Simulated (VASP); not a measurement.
Method: PBE GGA, VASP's PBE PAW potentials (set 64) (plane waves; VASP).

VASP input:

INCAR:
```
LASPH  =  .TRUE.
EDIFF  =  1E-6   # SCF stop (eV)
LMAXMIX  =  4
ENCUT  =  620   # plane-wave cut-off (eV)
GGA  =  PE   # PBE
LWAVE  =  .FALSE.
LCHARG  =  .FALSE.
SYSTEM  =  BAs
ISIF  =  3   # ions, shape and volume
EDIFFG  =  -0.02   # ionic stop
ISMEAR  =  0   # Gaussian
SIGMA  =  0.05   # width (eV)
PREC  =  Accurate
PSTRESS  =  100
NSW  =  40   # most ionic steps
IBRION  =  2   # conjugate gradients
LREAL  =  .FALSE.   # projection in real space or not
ALGO  =  Normal   # blocked Davidson
NELM  =  100   # most electronic steps
```

File POSCAR:
```
BAs
1
    0.0000000000     2.3558029671     2.3558029671
    2.3558029671    -0.0000000000     2.3558029671
    2.3558029671     2.3558029671    -0.0000000000
B As
1 1
Direct
  0.0000000000   0.0000000000   0.0000000000
  0.2500000000   0.2500000000   0.2500000000
```

File KPOINTS:
```
kpoints
0
G
 10 10 10
0 0 0
```

POTCAR, in this order: B As (PBE.64 set). Program: vasp_std.

The run wrote:

File OSZICAR:
```
       N       E                     dE             d eps       ncg     rms          rms(c)
DAV:   1     0.178798699721E+02    0.17880E+02   -0.43851E+03   752   0.102E+03
DAV:   2    -0.116077064150E+02   -0.29488E+02   -0.28518E+02  1144   0.120E+02
DAV:   3    -0.120840171366E+02   -0.47631E+00   -0.47631E+00   856   0.193E+01
DAV:   4    -0.120852159996E+02   -0.11989E-02   -0.11989E-02  1128   0.841E-01
DAV:   5    -0.120852167938E+02   -0.79424E-06   -0.79424E-06   872   0.142E-02    0.524E+00
DAV:   6    -0.114386671211E+02    0.64655E+00   -0.19951E+00   792   0.750E+00    0.259E+00
DAV:   7    -0.113688516104E+02    0.69816E-01   -0.24527E-01  1056   0.298E+00    0.989E-01
DAV:   8    -0.113613612219E+02    0.74904E-02   -0.22292E-02   816   0.106E+00    0.125E-01
DAV:   9    -0.113616961018E+02   -0.33488E-03   -0.57435E-04   960   0.202E-01    0.734E-02
DAV:  10    -0.113618737898E+02   -0.17769E-03   -0.28323E-04   888   0.126E-01    0.172E-02
DAV:  11    -0.113618788070E+02   -0.50171E-05   -0.10026E-05  1128   0.257E-02    0.152E-02
DAV:  12    -0.113618782626E+02    0.54437E-06   -0.24191E-06   792   0.109E-02
   1 F= -.97298176E+01 E0= -.97298176E+01  d E =-.972982E+01
```

### OUTCAR
```
------------------------ aborting loop because EDIFF is reached ----------------------------------------
  FORCE on cell =-STRESS in cart. coord.  units (eV):
  Direction    XX          YY          ZZ          XY          YZ          ZX
  --------------------------------------------------------------------------------------
  Total        1.6285637      1.6285637      1.6285637      0.0000000      0.0000000     -0.0000000
  in kB       99.7857312     99.7857312     99.7857312      0.0000000      0.0000000     -0.0000000
  external PRESSURE =      -0.2142688 kB  Pullay stress =     100.0000000 kB
  volume of cell :       26.15
      direct lattice vectors                 reciprocal lattice vectors
     0.000000000  2.355802967  2.355802967    -0.212241859  0.212241859  0.212241859
     2.355802967  0.000000000  2.355802967     0.212241859 -0.212241859  0.212241859
     2.355802967  2.355802967  0.000000000     0.212241859  0.212241859 -0.212241859
  FREE ENERGIE OF THE ION-ELECTRON SYSTEM (eV)
  ---------------------------------------------------
  free  energy   TOTEN  =       -11.3618782626 eV

  energy  without entropy=      -11.3618782626  energy(sigma->0) =      -11.36187826
  enthalpy is  TOTEN    =        -9.7298175646 eV   P V=        1.6320606980

 reached required accuracy - stopping structural energy minimisation
```
(Selected blocks of OUTCAR.)

OUTCAR:
```
 val. band max:        6.5902266749   @ k =   0.0000   0.0000   0.0000

 cond. band min:       7.7223879733   @ k =   0.4000   0.4000   0.0000


 Fermi energy:         6.8054728099

 k-point     1 :       0.0000    0.0000    0.0000
  band No.  band energies     occupation
      1      -9.1951      2.00000
      2       6.5902      2.00000
      3       6.5902      2.00000
      4       6.5902      2.00000
      5       9.9201      0.00000
      6       9.9201      0.00000
      7       9.9201      0.00000
      8      11.8097      0.00000

 k-point     2 :       0.1000    0.0000    0.0000
  band No.  band energies     occupation
      1      -9.0246      2.00000
      2       5.1683      2.00000
      3       6.2739      2.00000
      4       6.2739      2.00000
      5      10.1483      0.00000
      6      10.3354      0.00000
      7      10.3354      0.00000
      8      12.5941      0.00000

 k-point     3 :       0.2000    0.0000    0.0000
  band No.  band energies     occupation
      1      -8.5209      2.00000
      2       2.7344      2.00000
      3       5.6754      2.00000
      4       5.6754      2.00000
      5      10.0033      0.00000
      6      11.0744      0.00000
      7      11.0744      0.00000
      8      14.1152      0.00000

 k-point     4 :       0.3000    0.0000    0.0000
  band No.  band energies     occupation
      1      -7.7188      2.00000
      2       0.3627      2.00000
      3       5.1487      2.00000
      4       5.1487      2.00000
      5       9.7575      0.00000
      6      11.4662      0.00000
      7      11.4662      0.00000
      8      15.2599      0.00000

 k-point     5 :       0.4000    0.0000    0.0000
  band No.  band energies     occupation
      1      -6.7487      2.00000
      2      -1.5942      2.00000
      3       4.8116      2.00000
      4       4.8116      2.00000
      5       9.5877      0.00000
      6      11.4667      0.00000
      7      11.4667      0.00000
...
```

The compound is BAs in the zinc blende structure. It was relaxed first under an external pressure of 10 GPa.
